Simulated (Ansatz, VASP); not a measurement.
## Cross-check of SnH5CN2Cl3 between VASP and Ansatz

Aim: how closely do two programs agree when they are given the same cell, functional and k mesh? The cell is taken from a series of runs on this material, whose earlier steps may have relaxed, scaled, displaced or heated it; both programs get it as it stands.

Program: Ansatz 0.2.0. Level of theory: plane waves, with VASP 6.6.1 beside it; PBE0 form with 50 % exact exchange with an exact-exchange share of 0.5. Results are calculated unless marked as measured.

## Step 1: Starting point

It takes space group Amm2 (No. 38, orthorhombic). The conventional cell has a = 6.040 Å, b = 7.718 Å, c = 8.308 Å, α = 90.00°, β = 90.00°, γ = 90.00°. Nearest to Sn lie 6 Cl at 2.74 to 3.03 Å. H has 1 N at 1.02 Å nearest. Nearest to H lie 1 N at 1.01 Å. Nearest to H lie 1 C at 1.09 Å. Nearest to C lie 1 H at 1.09 Å and 2 N at 1.31 Å. Nearest to N lie 2 H at 1.01 to 1.02 Å and 1 C at 1.31 Å. Farther neighbours and most contacts between anions are not listed.

## Step 2: VASP: G0W0 gap, PBE0 form with 50 % exact exchange with an exact-exchange share of 0.5

Quasiparticle shifts depend on high empty states and on the cores, so they are the hardest test of two PAW sets.

Lines of VASP's logs that name or quote its potential files are left out, and so is its time.

The run reads the wave functions of an earlier VASP run, which isn't shown here.

File INCAR:

```
SYSTEM = SnH5CN2Cl3
PREC = Accurate
ENCUT = 450
ISMEAR = 0
SIGMA = 0.01
LREAL = .FALSE.
LHFCALC = .TRUE.
AEXX = 0.5
GGA = PE
LASPH = .TRUE.
NBANDS = 834
PRECFOCK = Fast
ALGO = EVGW0
NELMGW = 1
ENCUTGW = 150
NOMEGA = 64
NBANDSGW = 35
LWAVE = .FALSE.
LCHARG = .FALSE.
```

File POSCAR:

```
SnH5CN2Cl3
1.0
    6.0404870000      0.0000000000      0.0000000000
    0.0000000000      3.8591910000      4.1538850000
    0.0000000000     -3.8591910000      4.1538850000
Sn H C N Cl
1 5 1 2 3
Direct
    0.5000000000      0.3722510000      0.3722510000
    0.2054960000      0.7255080000      0.7255080000
    0.7945040000      0.7255080000      0.7255080000
    0.3296830000      0.9161760000      0.9161760000
    0.6703170000      0.9161760000      0.9161760000
    0.0000000000      0.0533220000      0.0533220000
    0.0000000000      0.9217170000      0.9217170000
    0.1910860000      0.8475810000      0.8475810000
    0.8089140000      0.8475810000      0.8475810000
    0.5000000000      0.8558120000      0.3512150000
    0.5000000000      0.3512150000      0.8558120000
    0.0000000000      0.3939510000      0.3939510000
```

File KPOINTS:

```
Automatic mesh
0
Gamma
2 2 2
0 0 0
```

Potentials, in the order of the species: Sn_d_GW, H_GW, C_GW, N_GW and Cl_GW (PBE family, release 64).

On the command line:

```bash
$ export OMP_NUM_THREADS=3
$ mpirun -np 1 vasp_std
```

Numbers of over 12 decimals in the logs are rounded to 6 here.

What it wrote:

```text
[banner, memory and clock lines left out]
running    1 mpi-ranks, on    1 nodes
 distrk:  each k-point on    1 cores,    1 groups
 distr:  one band on    1 cores,    1 groups
 Offloading initialized ...    1 GPUs detected
 POSCAR found type information on POSCAR SnH C N Cl
 POSCAR found :  5 types and      12 ions
|                                                                             |
|           W    W    AA    RRRRR   N    N  II  N    N   GGGG   !!!           |
|           W    W   A  A   R    R  NN   N  II  NN   N  G    G  !!!           |
|           W    W  A    A  R    R  N N  N  II  N N  N  G       !!!           |
|           W WW W  AAAAAA  RRRRR   N  N N  II  N  N N  G  GGG   !            |
|           WW  WW  A    A  R   R   N   NN  II  N   NN  G    G                |
|           W    W  A    A  R    R  N    N  II  N    N   GGGG   !!!           |
|                                                                             |
|     The default for ENCUTGWSOFT is different in this version of VASP.       |
|     please manually set ENCUTGWSOFT =150 in the INCAR file.                 |
|                                                                             |

 LDA part: xc-table for (Slater+PW92), standard interpolation
 found WAVECAR, reading the header
 POSCAR, INCAR and KPOINTS ok, starting setup
 FFT: planning ... GRIDC
 FFT: planning ... GRID_SOFT
 FFT: planning ... GRID
 reading WAVECAR
 the WAVECAR file was read successfully
 initial charge from wavefunction
 available memory per node:   1610.66 GB, setting MAXMEM to   1649315

 The Fermi energy was updated, please check that it is located mid-gap
 values below the HOMO (VB) or above the LUMO (CB) will cause erroneous energies
 E-fermi :   1.4135

 calculate exact exchange contribution
 the WAVEDER file was read successfully
energies w=
    0.000    0.000    0.675    0.000    1.349    0.000    2.020    0.000
    2.686    0.000    3.347    0.000    4.001    0.000    4.648    0.000
    5.286    0.000    5.916    0.000    6.537    0.000    7.150    0.000
    7.754    0.000    8.350    0.000    8.939    0.000    9.521    0.000
   10.097    0.000   10.667    0.000   11.233    0.000   11.796    0.000
   12.357    0.000   12.917    0.000   13.477    0.000   14.039    0.000
   14.603    0.000   15.172    0.000   15.747    0.000   16.329    0.000
   16.921    0.000   17.524    0.000   18.140    0.000   18.772    0.000
   19.422    0.000   20.092    0.000   20.787    0.000   21.508    0.000
   22.261    0.000   23.049    0.000   23.877    0.000   24.752    0.000
   25.679    0.000   26.666    0.000   27.722    0.000   28.858    0.000
   30.086    0.000   31.421    0.000   32.881    0.000   34.488    0.000
   36.270    0.000   38.260    0.000   40.501    0.000   43.047    0.000
   45.969    0.000   49.362    0.000   53.352    0.000   58.113    0.000
   63.896    0.000   71.068    0.000   80.192    0.000   92.183    0.000
  108.621    0.000  132.508    0.000  170.311    0.000  239.009    0.000
 responsefunction array rank=     819
 LDA part: xc-table for (Slater+PW92), standard interpolation

 min. memory requirement per mpi rank   2028.3 MB, per node   2028.3 MB

 allocating  64 responsefunctions rank=   819
 shmem allocating  64 responsefunctions rank=   819
 response function shared by NCSHMEM nodes    1
 Doing            64  frequencies on each core in blocks of            64
NQ=   1    0.0000    0.0000    0.0000,
|.........|.........|.........|.........|.........|.........|.........|.........
 performed        698000 updates of chi_q(r,r)
 total number of BLAS operations       3750.38 Gflops
NQ=   2    0.5000    0.0000    0.0000,
|.........|.........|.........|.........|.........|.........|.........|.........
 performed       1396000 updates of chi_q(r,r)
 total number of BLAS operations       7436.93 Gflops
NQ=   3    0.0000    0.5000    0.0000,
|.........|.........|.........|.........|.........|.........|.........|.........
 performed       2211000 updates of chi_q(r,r)
 total number of BLAS operations      11739.35 Gflops
NQ=   4    0.5000    0.5000    0.0000,
|.........|.........|.........|.........|.........|.........|.........|.........
 performed       3026000 updates of chi_q(r,r)
 total number of BLAS operations      16041.78 Gflops
NQ=   5    0.0000    0.5000    0.5000,
|.........|.........|.........|.........|.........|.........|.........|.........
 performed       3724000 updates of chi_q(r,r)
 total number of BLAS operations      19728.32 Gflops
NQ=   6    0.5000    0.5000    0.5000,
|.........|.........|.........|.........|.........|.........|.........|.........
 performed       4422000 updates of chi_q(r,r)
 total number of BLAS operations      23451.28 Gflops
 resolving degeneracies of screened two electron integrals

 calculate QP shifts <psi_nk| G(iteration)W_0 |psi_nk>: iteration 1
 entering main loop
```

From OUTCAR (step 2):

```text
ion  position               nearest neighbor table
   1  0.500  0.372  0.372-  10 2.74  11 2.74
   2  0.205  0.726  0.726-   8 1.02
   3  0.795  0.726  0.726-   9 1.02
   4  0.330  0.916  0.916-   8 1.01
   5  0.670  0.916  0.916-   9 1.01
   6  0.000  0.053  0.053-   7 1.09
   7  0.000  0.922  0.922-   6 1.09   8 1.31   9 1.31
   8  0.191  0.848  0.848-   4 1.01   2 1.02   7 1.31
   9  0.809  0.848  0.848-   5 1.01   3 1.02   7 1.31
  10  0.500  0.856  0.351-   1 2.74
  11  0.500  0.351  0.856-   1 2.74
  12  0.000  0.394  0.394-

  LATTYP: Found a base centered orthorhombic cell.
 ALAT       =     7.7183820000
 B/A-ratio  =     1.0763616001
 C/A-ratio  =     0.7826105264

 Subroutine GETGRP returns: Found  4 space group operations
 (whereof  4 operations were pure point group operations)

The static configuration has the point symmetry C_2v.

 Found      6 irreducible k-points:

   k-points           NKPTS =      6   k-points in BZ     NKDIM =      8   number of bands    NBANDS=    834

   dimension x,y,z NGX =    42 NGY =   40 NGZ =   40
   dimension x,y,z NGXF=    84 NGYF=   80 NGZF=   80

   ENCUT  =  450.0 eV  33.07 Ry    5.75 a.u.  10.45  9.81  9.81*2*pi/ulx,y,z

   NELECT =      54.0000    total number of electrons

  energy-cutoff  :      450.00
  volume of cell :      193.67
      direct lattice vectors                 reciprocal lattice vectors
     6.040487000  0.000000000  0.000000000     0.165549566  0.000000000 -0.000000000
     0.000000000  3.859191000  4.153885000    -0.000000000  0.129560833  0.120369245
     0.000000000 -3.859191000  4.153885000     0.000000000 -0.129560833  0.120369245

 k-points in reciprocal lattice and weights: Automatic mesh
   0.00000000  0.00000000  0.00000000       0.125
   0.50000000  0.00000000  0.00000000       0.125
   0.00000000  0.50000000  0.00000000       0.250
   0.50000000  0.50000000  0.00000000       0.250
   0.00000000  0.50000000  0.50000000       0.125
   0.50000000  0.50000000  0.50000000       0.125

 E-fermi :   1.4135

 QP shifts <psi_nk| G(iteration)W_0 |psi_nk>: iteration 1
 for sc-GW calculations column KS-energies equals QP-energies in previous step
 and V_xc(KS)=  KS-energies - (<T + V_ion + V_H > + <T+V_H+V_ion>^1  + <V_x>^1)
 k-point   1 :       0.0000    0.0000    0.0000
  band No.  KS-energies  QP-energies   sigma(KS)   V_xc(KS)     V^pw_x(r,r')   Z            occupation Imag(sigma)
    ...
     24      -4.3903      -3.9624     -16.4034     -16.9284     -18.4995       0.8152       2.0000       0.0624
     25      -4.0819      -3.6454     -16.3520     -16.8896     -18.4206       0.8119       2.0000       0.0652
     26      -3.8683      -3.5019     -16.0993     -16.5501     -18.1759       0.8128       2.0000       0.0641
     27      -3.6940      -3.3169     -16.3110     -16.7758     -18.4501       0.8115       2.0000       0.0662
     28       5.7347       5.7680      -9.8426      -9.8820      -6.6491       0.8452       0.0000      -0.0671
     29       6.4515       6.1300      -7.2627      -6.8882      -4.1177       0.8585       0.0000      -0.0632
     30       7.0991       6.7854      -9.6158      -9.2355      -6.1095       0.8250       0.0000      -0.0802
     31       7.6521       7.2829      -7.4370      -7.0019      -4.1772       0.8486       0.0000      -0.0692
    ...

 k-point   2 :       0.5000    0.0000    0.0000
  band No.  KS-energies  QP-energies   sigma(KS)   V_xc(KS)     V^pw_x(r,r')   Z            occupation Imag(sigma)
    ...
     24      -3.9918      -3.6326     -15.9445     -16.3874     -18.0477       0.8111       2.0000       0.0650
     25      -3.7449      -3.3771     -16.2167     -16.6704     -18.3601       0.8107       2.0000       0.0658
     26      -3.6967      -3.2094     -17.8769     -18.4679     -19.9342       0.8248       2.0000       0.0541
     27      -2.9272      -2.6570     -15.7232     -16.0510     -17.0382       0.8243       2.0000       0.0536
     28       4.6012       4.3529      -8.7651      -8.4702      -5.5886       0.8419       0.0000      -0.0633
     29       5.8570       5.9313     -10.2749     -10.3633      -6.9814       0.8402       0.0000      -0.0679
     30       7.1497       6.8774      -8.2099      -7.8880      -4.8480       0.8460       0.0000      -0.0687
     31       7.5796       7.2723      -9.5476      -9.1769      -6.0362       0.8289       0.0000      -0.0773
    ...

 k-point   3 :       0.0000    0.5000    0.0000
  band No.  KS-energies  QP-energies   sigma(KS)   V_xc(KS)     V^pw_x(r,r')   Z            occupation Imag(sigma)
    ...
     24      -3.9693      -3.5122     -17.2202     -17.7777     -19.3172       0.8199       2.0000       0.0590
     25      -3.9666      -3.6077     -16.0111     -16.4530     -18.1013       0.8122       2.0000       0.0651
     26      -3.7830      -3.4155     -16.1656     -16.6191     -18.2967       0.8105       2.0000       0.0663
     27      -2.8092      -2.5805     -15.6032     -15.8787     -16.7079       0.8302       2.0000       0.0497
     28       4.7404       4.4927      -8.9613      -8.6669      -5.7105       0.8416       0.0000      -0.0635
     29       5.8459       5.9370     -10.4108     -10.5193      -7.1372       0.8400       0.0000      -0.0677
     30       6.5874       6.2921      -9.4108      -9.0552      -6.0309       0.8304       0.0000      -0.0754
     31       7.3715       7.0788      -9.4927      -9.1408      -6.0365       0.8317       0.0000      -0.0746
    ...

 k-point   4 :       0.5000    0.5000    0.0000
  band No.  KS-energies  QP-energies   sigma(KS)   V_xc(KS)     V^pw_x(r,r')   Z            occupation Imag(sigma)
    ...
     24      -4.0664      -3.5902     -17.7916     -18.3689     -19.8773       0.8248       2.0000       0.0539
     25      -3.8936      -3.5327     -16.0612     -16.5063     -18.1757       0.8107       2.0000       0.0651
     26      -3.6207      -3.2387     -16.4485     -16.9179     -18.5582       0.8136       2.0000       0.0642
     27      -1.8354      -1.6577     -15.6114     -15.8247     -16.4771       0.8333       2.0000       0.0445
     28       4.0922       3.8391      -8.3848      -8.0851      -5.2734       0.8448       0.0000      -0.0612
     29       4.4671       4.2115      -8.6860      -8.3832      -5.4786       0.8442       0.0000      -0.0623
     30       6.0334       6.1655     -10.7969     -10.9546      -7.4662       0.8374       0.0000      -0.0677
     31       7.0094       6.7282      -9.1986      -8.8624      -5.8399       0.8365       0.0000      -0.0713
    ...

[... 2 further parts left out ...]
```

[end of part 1 of 2]

[Lines on the potential files, build, host, timing and source positions are cut from VASP's logs without a mark.]

[Logs are printed without paths, hosts, clocks, repeated set-up lines and the standing remarks that a program may print on its own settings, such as how far it seeks lower states.]

[Hosts, paths, dates, database ids (printed as entryN), source tags and the programs' standing remarks are cut or masked in the printed files.]
